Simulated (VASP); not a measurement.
Hg3P2:

```
Hg P
1.0
     4.29663    0.00000    0.00000
     0.00000    4.29663    0.00000
     0.00000    0.00000    6.51141
Hg P
3 2
Cartesian
  0.0000 0.0000 1.5929
  0.0000 0.0000 4.9185
  2.1483 2.1483 3.2557
  2.1483 2.1483 1.1997
  2.1483 2.1483 5.3117
```

The cell was built by a generator and needn't be a form met in nature.

The cell isn't the ideal one: random cell by space group and Wyckoff sites (P4/mmm, No. 123).

* Program: VASP 6.6.1
* Task: relaxation of cell and atoms
* Functional: PBE
* Potentials or basis: VASP PAW PBE potentials, release 64 (Hg, P)
* Cutoff: 600 eV
* k mesh: 4 × 4 × 4
* Occupations: gaussian, width 0.1 eV
* Spin: no spin polarisation

At the start: pressure 13.7 GPa; volume 24.04 Å³/atom.

Problem. How do energy, volume and symmetry change on relaxing?

Solution. Over 46 steps the energy falls by 780.5 meV/atom and the volume is 27.43 Å³/atom (+14.1 %); space group P4/mmm (No. 123, to 0.05 Å).

The path:
| step | energy change (eV) | largest force (eV/Å) | pressure (GPa) | volume (Å³) |
| --- | --- | --- | --- | --- |
| 1 | 0.0000 | 7.6920 | 13.74 | 120.21 |
| 3 | -2.9388 | 0.7151 | -3.96 | 138.98 |
| 5 | -3.3239 | 0.7611 | 0.31 | 121.40 |
| 7 | -3.4888 | 0.3912 | 1.48 | 114.39 |
| 9 | -3.5355 | 0.5354 | 0.65 | 116.87 |
| 11 | -3.6596 | 0.7377 | -1.03 | 124.08 |
| 13 | -3.6009 | 2.4057 | 1.59 | 128.01 |
| 15 | -3.7360 | 0.3267 | -0.10 | 125.98 |
| 17 | -3.7482 | 0.1986 | 0.86 | 127.10 |
| 19 | -3.7726 | 0.2241 | 0.03 | 127.50 |
| 21 | -3.7856 | 0.4580 | -0.61 | 129.52 |
| 23 | -3.8168 | 0.4622 | -0.75 | 130.87 |
| 25 | -3.8037 | 0.1350 | -1.04 | 136.15 |
| 27 | -3.8463 | 0.2132 | -0.84 | 133.91 |
| 29 | -3.8662 | 0.2011 | 0.34 | 131.04 |
| 31 | -3.8784 | 0.1151 | 0.62 | 130.34 |
| 33 | -3.8874 | 0.2459 | 0.03 | 132.84 |
| 35 | -3.8887 | 0.3092 | -0.16 | 134.06 |
| 37 | -3.8949 | 0.0716 | -0.09 | 135.60 |
| 39 | -3.8986 | 0.0933 | 0.06 | 136.33 |
| 41 | -3.9001 | 0.1195 | -0.12 | 136.94 |
| 43 | -3.9015 | 0.1083 | -0.08 | 137.10 |
| 45 | -3.9026 | 0.0485 | 0.01 | 137.24 |
| 46 | -3.9027 | 0.0211 | -0.01 | 137.17 |

Final structure:
```
CELL_PARAMETERS angstrom
3.90842 0.00000 0.00000
0.00000 3.90842 0.00000
0.00000 0.00000 8.97988
ATOMIC_POSITIONS crystal
Hg 0.00000 0.00000 0.16953
Hg 0.00000 0.00000 0.83047
Hg 0.50000 0.50000 0.50000
P 0.50000 0.50000 0.11993
P 0.50000 0.50000 0.88007
```

Caveat: the k mesh is coarse (spacing up to 0.37 Å⁻¹), so the values aren't converged; this functional lacks dispersion, which binds the layers, so the pressure and a relaxed spacing across them are unreliable.
